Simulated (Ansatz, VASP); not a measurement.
**Cross-check of AlIn between VASP and Ansatz**

Aim: how closely do two programs agree when they are given the same cell, functional and k mesh? The cell is generated by rule, not measured, and may not be a known phase. The cell is taken from a series of runs on this material, whose earlier steps may have relaxed, scaled, displaced or heated it; both programs get it as it stands.

Method: plane waves, with VASP 6.6.1 beside it; relaxation of cell and atoms at LDA, in Ansatz 0.2.0.

The structure was built from a prototype and need not be the compound's stable phase.

**1. Starting point**

The structure is cubic, space group Fm-3m (No. 225). The conventional cell has a = 5.631 Å, b = 5.631 Å, c = 5.631 Å, α = 90.00°, β = 90.00°, γ = 90.00°. Nearest to Al lie 6 In at 2.82 Å. Nearest to In lie 6 Al at 2.82 Å. Farther neighbours are not listed.

**2. VASP: relaxation of cell and atoms, LDA**

The relaxed volume is the usual yardstick between codes: in a stiff, nearly cubic crystal its relative difference is about their pressure difference at one cell divided by the bulk modulus.

Lines of VASP's logs that name or quote its potential files are left out, and so is its time.

File INCAR:

```
SYSTEM = AlIn
PREC = Accurate
ENCUT = 500
EDIFF = 1E-07
NELM = 120
ISMEAR = 0
SIGMA = 0.1
LREAL = .FALSE.
ALGO = Normal
GGA = CA
NBANDS = 14
LORBIT = 11
LWAVE = .FALSE.
LCHARG = .FALSE.
ISIF = 3
IBRION = 2
NSW = 80
EDIFFG = -0.005
LASPH = .TRUE.
GGA_COMPAT = .FALSE.
NELMIN = 4
```

File POSCAR:

```
AlIn
1.0
    0.0000000000      2.8154630000      2.8154630000
    2.8154630000      0.0000000000      2.8154630000
    2.8154630000      2.8154630000      0.0000000000
Al In
1 1
Direct
    0.5000000000      0.5000000000      0.5000000000
    0.0000000000      0.0000000000      0.0000000000
```

File KPOINTS:

```
Automatic mesh
0
Gamma
12 12 12
0 0 0
```

Potentials, in the order of the species: Al and In_d (LDA family, release 64).

The run is started by

```sh
mpirun -np 1 vasp_std
```

Numbers of over 12 decimals in the logs are rounded to 6 here.

The program printed:

```text
[banner, memory and clock lines left out]
running    1 mpi-ranks, on    1 nodes
 distrk:  each k-point on    1 cores,    1 groups
 distr:  one band on    1 cores,    1 groups

 POSCAR found type information on POSCAR AlIn
 POSCAR found :  2 types and       2 ions
 LDA part: xc-table for (Slater(with rela. corr.)+CA(PZ))
 , standard interpolation
 POSCAR, INCAR and KPOINTS ok, starting setup
 FFT: planning ... GRIDC
 FFT: planning ... GRID_SOFT
 FFT: planning ... GRID
 WAVECAR not read
 entering main loop
       N       E                     dE             d eps       ncg     rms          rms(c)
DAV:   1     0.862419242658E+02    0.86242E+02   -0.70803E+03  2034   0.125E+03
DAV:   2    -0.247875377353E+01   -0.88721E+02   -0.85057E+02  2082   0.284E+02
DAV:   3    -0.685794894928E+01   -0.43792E+01   -0.43293E+01  2658   0.634E+01
DAV:   4    -0.697241667641E+01   -0.11447E+00   -0.11443E+00  2544   0.103E+01
DAV:   5    -0.697727132881E+01   -0.48547E-02   -0.48545E-02  3016   0.178E+00    0.381E+00
DAV:   6    -0.691401505128E+01    0.63256E-01   -0.10242E-01  2634   0.624E+00    0.178E+00
DAV:   7    -0.689982793361E+01    0.14187E-01   -0.23823E-02  2990   0.255E+00    0.377E-01
DAV:   8    -0.689826699300E+01    0.15609E-02   -0.15496E-03  2598   0.597E-01    0.141E-01
DAV:   9    -0.689810443717E+01    0.16256E-03   -0.83340E-05  3138   0.889E-02    0.522E-02
DAV:  10    -0.689810463538E+01   -0.19821E-06   -0.51274E-06  2314   0.206E-02    0.341E-03
DAV:  11    -0.689810461220E+01    0.23177E-07   -0.28747E-07  2698   0.630E-03
   1 F= -.68981046E+01 E0= -.68962059E+01  d E =-.689810E+01
 curvature:   0.00 expect dE= 0.000E+00 dE for cont linesearch  0.000E+00
 trial: gam= 0.00000 g(F)=  0.128E-60 g(S)=  0.129E-02 ort = 0.000E+00 (trialstep = 0.100E+01)
 search vector abs. value=  0.129E-02
 bond charge predicted
       N       E                     dE             d eps       ncg     rms          rms(c)
DAV:   1    -0.691408300660E+01   -0.15978E-01   -0.35782E-01  2760   0.114E+01    0.758E-01
DAV:   2    -0.690057192644E+01    0.13511E-01   -0.28248E-02  2754   0.339E+00    0.264E-01
DAV:   3    -0.689881849647E+01    0.17534E-02   -0.50831E-03  2804   0.136E+00    0.152E-01
DAV:   4    -0.689877447361E+01    0.44023E-04   -0.13827E-04  2166   0.104E-01    0.114E-01
DAV:   5    -0.689871464827E+01    0.59825E-04   -0.44833E-05  2360   0.387E-02    0.461E-02
DAV:   6    -0.689871066230E+01    0.39860E-05   -0.81678E-06  2602   0.213E-02    0.976E-03
DAV:   7    -0.689871061874E+01    0.43566E-07   -0.52035E-07  2472   0.910E-03
   2 F= -.68987106E+01 E0= -.68968808E+01  d E =-.606007E-03
 trial-energy change:   -0.000606  1 .order   -0.000594   -0.001294    0.000105
 step:   0.9281(harm=  0.9248)  dis= 0.00000  next Energy=    -6.898714 (dE=-0.610E-03)
 bond charge predicted
       N       E                     dE             d eps       ncg     rms          rms(c)
DAV:   1    -0.689879423442E+01   -0.83572E-04   -0.18386E-03  2742   0.805E-01    0.552E-02
DAV:   2    -0.689872395644E+01    0.70278E-04   -0.14861E-04  2736   0.248E-01    0.187E-02
DAV:   3    -0.689871507080E+01    0.88856E-05   -0.25092E-05  2792   0.957E-02    0.115E-02
DAV:   4    -0.689871484743E+01    0.22337E-06   -0.67113E-07  2124   0.720E-03    0.873E-03
DAV:   5    -0.689871452920E+01    0.31823E-06   -0.24503E-07  2322   0.286E-03    0.341E-03
DAV:   6    -0.689871450882E+01    0.20377E-07   -0.35015E-08  1134   0.141E-03
   3 F= -.68987145E+01 E0= -.68968800E+01  d E =-.609897E-03
 curvature:  -0.46 expect dE=-0.204E-08 dE for cont linesearch -0.204E-08
 trial: gam= 0.00000 g(F)=  0.265E-61 g(S)=  0.442E-08 ort =-0.239E-05 (trialstep = 0.986E+00)
 search vector abs. value=  0.452E-08
 reached required accuracy - stopping structural energy minimisation
```

OUTCAR, selected parts (step 2):

```text
ion  position               nearest neighbor table
   1  0.500  0.500  0.500-   2 2.82   2 2.82   2 2.82   2 2.82   2 2.82   2 2.82
   2  0.000  0.000  0.000-   1 2.82   1 2.82   1 2.82   1 2.82   1 2.82   1 2.82

  LATTYP: Found a face centered cubic cell.
 ALAT       =     5.6309260000

 Subroutine GETGRP returns: Found 48 space group operations
 (whereof 48 operations were pure point group operations)

The static configuration has the point symmetry O_h .

 Found     72 irreducible k-points:

   k-points           NKPTS =     72   k-points in BZ     NKDIM =     72   number of bands    NBANDS=     14

   dimension x,y,z NGX =    30 NGY =   30 NGZ =   30
   dimension x,y,z NGXF=    60 NGYF=   60 NGZF=   60

   ENCUT  =  500.0 eV  36.75 Ry    6.06 a.u.   7.26  7.26  7.26*2*pi/ulx,y,z

   NELECT =      16.0000    total number of electrons

 k-points in reciprocal lattice and weights: Automatic mesh
   0.00000000  0.00000000  0.00000000       0.001
   0.08333333  0.00000000  0.00000000       0.005
   0.16666667  0.00000000  0.00000000       0.005
   0.25000000  0.00000000  0.00000000       0.005
   0.33333333  0.00000000  0.00000000       0.005
   0.41666667  0.00000000  0.00000000       0.005
   0.50000000  0.00000000  0.00000000       0.002
   0.08333333  0.08333333  0.00000000       0.003
   0.16666667  0.08333333  0.00000000       0.014
[...]
-0.33333333  0.50000000  0.16666667       0.007
  -0.25000000  0.50000000  0.25000000       0.003

 average (electrostatic) potential at core
       1 -72.1000       2 -93.9101

 E-fermi :   6.6379

 k-point     1 :       0.0000    0.0000    0.0000
  band No.  band energies     occupation
    ...
      2      -7.7669      2.00000
      3      -7.7135      2.00000
      4      -7.7135      2.00000
      5      -7.7135      2.00000
      6      -3.0855      2.00000
      7       9.1184      0.00000
      8       9.1184      0.00000
      9       9.1184      0.00000
     10      11.9642      0.00000
     11      13.3578      0.00000
    ...

 k-point     2 :       0.0833    0.0000    0.0000
  band No.  band energies     occupation
    ...
      2      -7.7680      2.00000
      3      -7.7134      2.00000
      4      -7.7098      2.00000
      5      -7.7098      2.00000
      6      -2.9852      2.00000
      7       8.2243      0.00000
      8       9.0874      0.00000
      9       9.0874      0.00000
     10      12.3058      0.00000
     11      13.3299      0.00000
    ...

 k-point     3 :       0.1667    0.0000    0.0000
  band No.  band energies     occupation
    ...
      3      -7.7132      2.00000
      4      -7.6984      2.00000
      5      -7.6984      2.00000
      6      -2.6834      2.00000
      7       6.5963      1.44392
      8       9.0289      0.00000
      9       9.0289      0.00000
     10      12.0482      0.00000
     11      12.9806      0.00000
     12      12.9806      0.00000
    ...

  Total       -0.0002470     -0.0002470     -0.0002470      0.0000000     -0.0000000      0.0000000
  in kB       -0.0087880     -0.0087880     -0.0087880      0.0000000     -0.0000000      0.0000000
  external PRESSURE =      -0.0087880 kB  Pullay stress =       0.0000000 kB

  energy-cutoff  :      500.00
  volume of cell :       45.04
      direct lattice vectors                 reciprocal lattice vectors
     0.000000000  2.823890783  2.823890783    -0.177060672  0.177060672  0.177060672
     2.823890783  0.000000000  2.823890783     0.177060672 -0.177060672  0.177060672
     2.823890783  2.823890783  0.000000000     0.177060672  0.177060672 -0.177060672

 POSITION                                       TOTAL-FORCE (eV/Angst)
 -----------------------------------------------------------------------------------
      2.82389      2.82389      2.82389         0.000000      0.000000      0.000000
      0.00000      0.00000      0.00000         0.000000     -0.000000     -0.000000
 -----------------------------------------------------------------------------------
    total drift:                               -0.000000      0.000000      0.000000

  FREE ENERGIE OF THE ION-ELECTRON SYSTEM (eV)
  ---------------------------------------------------
  free  energy   TOTEN  =        -6.8987145088 eV

  energy  without entropy=       -6.8950455670  energy(sigma->0) =       -6.89688004

 reached required accuracy - stopping structural energy minimisation

 total charge
# of ion       s       p       d       tot
------------------------------------------
    1        0.486   0.306   0.000   0.791
    2        0.973   0.714   9.839  11.527
--------------------------------------------------
tot          1.459   1.020   9.839  12.318

[... 3 further parts left out ...]
```

**3. Ansatz: relaxation of cell and atoms, LDA**

Ansatz runs on norm-conserving files, of PseudoDojo where its log says so.

The same cell, functional (in two slightly different forms), mesh and smearing now go to Ansatz, which takes its cutoff from its data sets.

File input.yaml:

```yaml
crystal:
  lattice:
    - [0.0, 2.8154633566, 2.8154633566]
    - [2.8154633566, 0.0, 2.8154633566]
    - [2.8154633566, 2.8154633566, 0.0]
  atoms:
    - { symbol: Al, position: [0.5, 0.5, 0.5] }
    - { symbol: In, position: [0.0, 0.0, 0.0] }
kpoints:
  mp_grid: { grid: [12, 12, 12] }
hamiltonian:
  xc: lda
  pseudopotentials: { kind: nc, accuracy: standard }
scf:
  occupations: { method: gaussian, width: 0.1 }
output:
  forces: true
  stress: true
  eigenvalues: true
relax:
  adjacent_minimum: "off"
  f_tol: 0.003
  max_steps: 80
  cell: { stress_tol: 0.03 }
```

The run is started by

```sh
ansatz run input.yaml --threads 4 --pin off --max-ram 8192MiB --backend cpu --events-out ev --progress --plain --runs-dir out
```

The program printed:

```text
Engine: ansatz 0.2.0, aarch64-unknown-linux-gnu
Pseudopotentials: kind: nc
Pseudopotential: Al, nc, valence charge 3, recommended cutoff 598.650497 eV (normal), Al.nc.azcp (PseudoDojo's, or run here from an input of PseudoDojo's; its table is named by hamiltonian.pseudopotentials.accuracy)
Pseudopotential: In, nc, valence charge 13, recommended cutoff 952.398519 eV (normal), In.nc.azcp (PseudoDojo's, or run here from an input of PseudoDojo's; its table is named by hamiltonian.pseudopotentials.accuracy)
Functional definition: SPW92
  exchange = slater_x
  correlation = pw_c
Crystal: 2 atoms, lattice volume = 44.635 Å³
Basis set: ecut = 952.398519 eV, 2975 PW (Γ)
Bands: 12, of which v1, the nominal top of the filled ones, is band 8 counted from 1 (7 counted from 0)
Symmetry: 48 space group operations
Space group: Fm-3m (ITA 225), of the structure as read, at distance tolerance 3.5e-5 Å
k-points: 72 of 1728
Non-local potential: Al, projectors of the file, l = 0: 2, l = 1: 2, l = 2: 2
Non-local potential: In, projectors of the file, l = 0: 2, l = 1: 2, l = 2: 2
Initial density: superposition of atomic densities (chi_scale 0.1, normalization cell, long waves kept (reshape's long-wave potential 0.00 eV rms))
Initial wavefunctions: pseudopotential atomic-orbital guess
Functional: x = slater, c = lda
SCF iter   1: F=—  HF=-1866.614353 eV  |F-HF|=—  |Δ(HF+E_count)|=         —  Δρ=2.28e-2  dr2=2.58e-1  ethr=3.10e-3  ⟨swp⟩=5.8  Hψ=5656  notcnv=0
preconditioner: auto → Kerker (q_TF=auto, 2.299 Å⁻¹)  [metal: Δε(μ)=0.035 eV  Ē_g=14.135 eV  σ=0.100 eV  W_gap=0.19  n_scr=14 (ndim 8)  ℏωp=22.2 eV  f_vac=0.000  D(μ)=0.76/eV (n_scr^D=0)]
SCF iter   2: F=—  HF=-1866.538311 eV  |F-HF|=—  |Δ(HF+E_count)|=   7.60e-2  Δρ=1.15e-2  dr2=6.90e-2  ethr=1.61e-3  ⟨swp⟩=1.3  Hψ=1495  notcnv=0  defer=2
SCF iter   3: F=—  HF=-1866.516990 eV  |F-HF|=—  |Δ(HF+E_count)|=   2.13e-2  Δρ=3.14e-3  dr2=2.17e-3  ethr=4.31e-4  ⟨swp⟩=2.0  Hψ=1659  notcnv=0  defer=18
SCF iter   4: F=—  HF=-1866.516443 eV  |F-HF|=—  |Δ(HF+E_count)|=   5.47e-4  Δρ=1.24e-3  dr2=2.77e-4  ethr=1.36e-5  ⟨swp⟩=2.1  Hψ=1295  notcnv=0  defer=20
SCF iter   5: F=—  HF=-1866.516327 eV  |F-HF|=—  |Δ(HF+E_count)|=   1.16e-4  Δρ=1.64e-4  dr2=9.19e-6  ethr=1.73e-6  ⟨swp⟩=2.1  Hψ=1246  notcnv=0  defer=20
SCF iter   6: F=—  HF=-1866.516379 eV  |F-HF|=—  |Δ(HF+E_count)|=   5.23e-5  Δρ=2.80e-5  dr2=2.31e-7  ethr=5.74e-8  ⟨swp⟩=3.4  Hψ=1647  notcnv=0  defer=20
SCF iter   7: F=-1866.516379 eV  HF=-1866.516379 eV  |F-HF|=5.06e-9  |Δ(HF+E_count)|=   6.55e-9  Δρ=6.65e-6  dr2=1.72e-8  ethr=6.25e-10  ⟨swp⟩=10.8  Hψ=5734  notcnv=0
SCF 1 converged in 7 iterations: F = -1866.516379 eV  dr2 = 1.72e-8
relax step   1: F+E_penalty+E_count = -1866.51637937 eV  Δ(F+E_penalty+E_count) = +0.000e0 eV  max|allowed force component| = 4.602e-31 eV/Å  Δτ_max = 0.0000 Å  P = +0.330 GPa  Ω = 44.635 Å³  (7 SCF iters, dr2 threshold 1.00e-7 eV, accepted)
[...]
relax step   2: F+E_penalty+E_count = -1866.51657937 eV  Δ(F+E_penalty+E_count) = -2.000e-4 eV  max|allowed force component| = 7.396e-31 eV/Å  Δτ_max = 0.0000 Å  P = -0.140 GPa  Ω = 45.020 Å³  energy of the carried Pulay correction = -2.397e-5 eV  (4 SCF iters, dr2 threshold 2.00e-7 eV, accepted)
[...]
relax step   3: F+E_penalty+E_count = -1866.51663732 eV  Δ(F+E_penalty+E_count) = -5.795e-5 eV  max|allowed force component| = 1.307e-30 eV/Å  Δτ_max = 0.0000 Å  P = -0.001 GPa  Ω = 44.905 Å³  energy of the carried Pulay correction = -1.681e-5 eV  (3 SCF iters, dr2 threshold 4.89e-8 eV, accepted)
[...]
relax step   4: F+E_penalty+E_count = -1866.51665417 eV  Δ(F+E_penalty+E_count) = -1.685e-5 eV  max|allowed force component| = 5.916e-31 eV/Å  Δτ_max = 0.0000 Å  P = +0.001 GPa  Ω = 44.905 Å³  stress off target by 5.99e-4 GPa  SCF on the basis re-selected at this cell (its energy is not comparable with the rows above)  (4 SCF iters)
basis re-selected at this cell: Δ(F+E_penalty+E_count) = -1.685e-5 eV, ΔP = +0.002 GPa vs the last step (what re-selecting the basis moved, of the pressure what is left beyond the Pulay correction that the steps carried, after the strain that the cell walked since its last selection, with what the two solves' SCF thresholds leave and, on support functions, any second-order correction that the steps lacked; it is no m [...]
SCF converged after 4 iterations
Free energy (F): -1866.516654 eV
Harris-Foulkes:  -1866.516654 eV  (|F-HF|=2.27e-12)
Internal energy: -1866.513034 eV  (E = F + TS)
E sigma→0 (E₀):  -1866.514844 eV
Entropy (-TS):   -0.003621 eV (-1.810 meV/atom)
Fermi energy:    8.356858 eV
--- Per-component energies (eV) ---
  E_band       = -33.308206
  E_kinetic    = 1152.589873
  E_local      = -1376.166305  (includes V_loc(G=0)·N_el)
  E_nonlocal   = -386.917416
  E_hartree    = 460.060697
  E_xc         = -566.215284
  E_vxc        = -342.935688  (∫ρ·V_xc dr)
  E_ewald      = -1149.864600
  E_smearing   = -0.003621  (= −TS)
  E_closure    = 0.000000  (closes the sum)
  Σ components = -1866.516654   (vs F -1866.516654, Δ=0.00e0)
--- Forces (eV/Å), atoms counted from 1 ---
  atom   1  Al     0.00000000     0.00000000    -0.00000000
  atom   2  In     0.00000000     0.00000000    -0.00000000
  max |Σ_I F_I| component: 2.24e-30 eV/Å
--- Stress (GPa, compression-positive) ---
        0.000599       0.000000       0.000000
        0.000000       0.000599       0.000000
        0.000000      -0.000000       0.000599
  P = ⅓ Tr σ = 0.0006 GPa (0.006 kbar)
--- Band table (eV; the first three rows and the last of 72) ---
  k-point 0: bands = [... 4 lower, -6.0260, -1.3974, 10.8518, 10.8518, 10.8518, 13.6602, 15.0919, 15.0919]
  k-point 1: bands = [... 4 lower, -6.0223, -1.2968, 9.9490, 10.8197, 10.8197, 14.0121, 15.0749, 15.2623]
  k-point 2: bands = [... 4 lower, -6.0109, -0.9946, 8.3124, 10.7587, 10.7587, 13.7756, 14.7196, 14.7196]
  k-point 71: bands = [... 4 lower, -5.9244, 3.6173, 4.5241, 5.5598, 5.5598, 13.4983, 13.5992, 15.6828]
--- Relaxed structure (3 steps of the walk, 3 accepted, 1 SCFs on fresh bases) ---
  F+E_penalty+E_count = -1866.51665417 eV   max|allowed force component| = 5.916e-31 eV/Å   (the final SCF, on the basis selected at the relaxed cell)
  cell:  # Å, volume = 44.9046 Å³
    - [0, 2.821112, 2.821112]
    - [2.821112, 0, 2.821112]
    - [2.821112, 2.821112, 0]
  atoms:
    - { symbol: Al, position: [0.5, 0.5, 0.5] }
    - { symbol: In, position: [0, 0, 0] }
```

Reading the cycles: dr2 is the Hartree energy of the density residual (eV), the measure of convergence; HF is the Harris–Foulkes estimate of the energy, which meets the free energy F at convergence.

**4. Differences**

Known differences besides the potentials themselves: the two LDA forms differ slightly; the cutoff is 952.399 eV in Ansatz and 500 eV in VASP; VASP's log shows a relativistic correction to its local exchange, Ansatz's none; Ansatz adds a Pulay correction to the stress that steers its cell, VASP none. Total energies have different zeros and are not compared.

Compared:

```tsv
quantity	Ansatz	VASP	difference
volume (Å³)	44.90	45.04	-0.29 %
edge a after relaxation, in the typed setting (Å)	3.990	3.994	-0.10 %
```

**5. Results**

| Item | Value |
| --- | --- |
| difference in volume (relaxation of cell and atoms, LDA) | -0.29 % |

The difference in volume is -0.29 % (relaxation of cell and atoms, LDA), within the 1.2 % picked in this series as the mark of a large difference, as far as the stopping tolerances let one tell. 1 further run of this series is not shown here. Such differences can come from data sets, numerical settings and the points named under the comparisons, not from the functional's error against experiment.

[Lines on the potential files, build, host, timing and source positions are cut from VASP's logs without a mark.]

[Logs are printed without paths, hosts, clocks, repeated set-up lines and the standing remarks that a program may print on its own settings, such as how far it seeks lower states.]

[Hosts, paths, dates, database ids (printed as entryN), source tags and the programs' standing remarks are cut or masked in the printed files.]
